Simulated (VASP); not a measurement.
Calculation: PBEsol GGA, VASP's PBE PAW potentials (set 64) (plane waves; VASP).

Input for VASP

### INCAR
```
SYSTEM  =  Ir(211) slab
PREC  =  Normal; ENCUT  =  400; LREAL  =  .False.
LASPH  =  .True.
EDIFF  =  1E-5; NELM  =  100; NELMIN  =  4
ALGO  =  Normal; LMAXMIX  =  6
ISMEAR  =  1; SIGMA  =  0.1
GGA  =  PS
IBRION  =  2; NSW  =  50; ISIF  =  2
EDIFFG  =  -0.03
LWAVE  =  .True.; LCHARG  =  .False.
DIPOL  =  0.5 0.5 0.5
LDIPOL  =  .True.; IDIPOL  =  3
```

**KPOINTS**
```
Automatic mesh
0
Gamma
4 10 1
0 0 0
```

POSCAR:
```
Ir(211) slab
1.0
  6.6387777978   0.0000000000   0.0000000000
  0.0000000000   2.7102696882   0.0000000000
  0.0000000000   0.0000000000  24.3609165620
Ir
12
Cartesian
  4.4258540781   0.6775674220   7.8773216186
  6.6387777978   2.0327022661   8.6597211758
  2.2129237197   0.6775674220   9.4420963721
  4.4258540781   2.0327022661  10.2244959293
  6.6387777978   0.6775674220  11.0068711256
  2.2129237197   2.0327022661  11.7892706828
  4.4258540781   0.6775674220  12.5716458792
  0.0000000000   2.0327022661  13.3540454364
  2.2129237197   0.6775674220  14.1364206327
  4.4258540781   2.0327022661  14.9188201899
  0.0000000000   0.6775674220  15.7011953862
  2.2129237197   2.0327022661  16.4835949434
```

POTCAR, in this order: Ir (PBE.64 set). Program: vasp_std.

Unless said otherwise, spin-orbit coupling is left out, though it shifts the bands of the heavy elements here.

Predict the energy per atom (σ→0), band gap (on the k-mesh).

| Item | Result |
|---|---|
| energy per atom (σ→0) | -9.234 eV/atom |
| band gap (on the k-mesh) | none (metal, semimetal or under 0.01 eV) |

**OSZICAR**
```
...
DAV:   1    -0.110814638811E+03   -0.52769E-04   -0.30385E-01  2320   0.177E+00    0.584E-02
DAV:   2    -0.110815062982E+03   -0.42417E-03   -0.44445E-03  3448   0.352E-01    0.636E-02
DAV:   3    -0.110815027828E+03    0.35154E-04   -0.12318E-04  3152   0.798E-02    0.459E-02
DAV:   4    -0.110815015641E+03    0.12187E-04   -0.69078E-05  2280   0.698E-02    0.487E-02
DAV:   5    -0.110815009609E+03    0.60318E-05   -0.22191E-04  3640   0.989E-02    0.515E-02
DAV:   6    -0.110814977290E+03    0.32319E-04   -0.15372E-04  3400   0.856E-02    0.140E-02
DAV:   7    -0.110814975397E+03    0.18930E-05   -0.11030E-05  1352   0.294E-02
  14 F= -.11081498E+03 E0= -.11081137E+03  d E =-.391672E-03
```

The cell is a thin slab with vacuum, built from Ir (fcc): (211) face.
